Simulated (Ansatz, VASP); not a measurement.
Given: the input of a run of Ansatz 0.2.0 on Sr4SO3. Atoms were shifted at random by some hundredths of an Å from the given cell, which wasn't relaxed again for these runs. The cell comes from a database or a generator and needn't be the stable form of this composition.

Contents of input.yaml:

```yaml
crystal:
  lattice:
    - [5.485531, 0.0, 0.0]
    - [0.0, 5.485531, 0.0]
    - [0.0, 0.0, 5.485531]
  atoms:
    - { symbol: Sr, position: [-0.003237, 0.497867, 0.493205] }
    - { symbol: Sr, position: [0.504538, -0.006408, 0.504705] }
    - { symbol: Sr, position: [0.512943, 0.497436, 0.001185] }
    - { symbol: Sr, position: [-0.012955, -0.007191, -0.006468] }
    - { symbol: S, position: [0.498981, 0.49727, 0.497001] }
    - { symbol: O, position: [-0.005481, -0.007591, 0.503298] }
    - { symbol: O, position: [0.007427, 0.504491, -0.014174] }
    - { symbol: O, position: [0.505548, -0.006601, 0.006398] }
hamiltonian:
  xc: pbe
  pseudopotentials: { kind: paw }
kpoints:
  mp_grid: { grid: [5, 5, 5] }
scf:
  occupations: { method: fermi_dirac, width: 0.05 }
output:
  forces: true
  stress: true
  eigenvalues: true
```

Potentials or basis: Ansatz PAW.

Run with:

```bash
$ ansatz run input.yaml --threads 4 --pin off --max-ram 10240MiB --backend cpu --events-out ev --progress --plain --runs-dir out
```

What does the same run look like in VASP 6.6.1? Potentials or basis there: PBE PAW files O, S, Sr_sv, 520 eV.

As run (cutoffs and basis follow the program's own potentials, and thresholds, step limits or extra output files can differ):

INCAR

```
ALGO = Normal
EDIFF = 1E-7
ENCUT = 520
GGA = PE
ISIF = 2
ISMEAR = -1
LASPH = True
LCHARG = False
LREAL = False
LWAVE = False
NBANDS = 42
NELM = 100
PREC = Accurate
SIGMA = 0.05
```

KPOINTS

```
k-points
0
Gamma
  5 5 5
```

File POSCAR:

```
Sr4SO3
1.0
    5.4855310000      0.0000000000      0.0000000000
    0.0000000000      5.4855310000      0.0000000000
    0.0000000000      0.0000000000      5.4855310000
Sr S O
4 1 3
Direct
   -0.0032370000      0.4978670000      0.4932050000
    0.5045380000     -0.0064080000      0.5047050000
    0.5129430000      0.4974360000      0.0011850000
   -0.0129550000     -0.0071910000     -0.0064680000
    0.4989810000      0.4972700000      0.4970010000
   -0.0054810000     -0.0075910000      0.5032980000
    0.0074270000      0.5044910000     -0.0141740000
    0.5055480000     -0.0066010000      0.0063980000
```

Potentials or basis: VASP PAW PBE potentials, release 64 (Sr_sv, S, O).

The run is started by

```console
$ cat potpaw_PBE.64/Sr_sv/POTCAR potpaw_PBE.64/S/POTCAR potpaw_PBE.64/O/POTCAR > POTCAR
$ mpirun -np 1 vasp_std > vasp.out
```

Both were run:

|  | Ansatz | VASP |
| --- | --- | --- |
| Pressure | 0.0 GPa | 0.3 GPa |
| Largest force | 0.413 eV/Å | 0.418 eV/Å |
| Energy over the undisturbed cell | 5.9 meV/atom | 6.0 meV/atom |

Ansatz's pressure holds a Pulay term of +0.22 GPa for its cutoff of 420 eV, which the other run lacks.

Where Ansatz's input types no cutoff or centring, it takes its own default and a Γ-centred mesh.

Pressure is positive in compression.
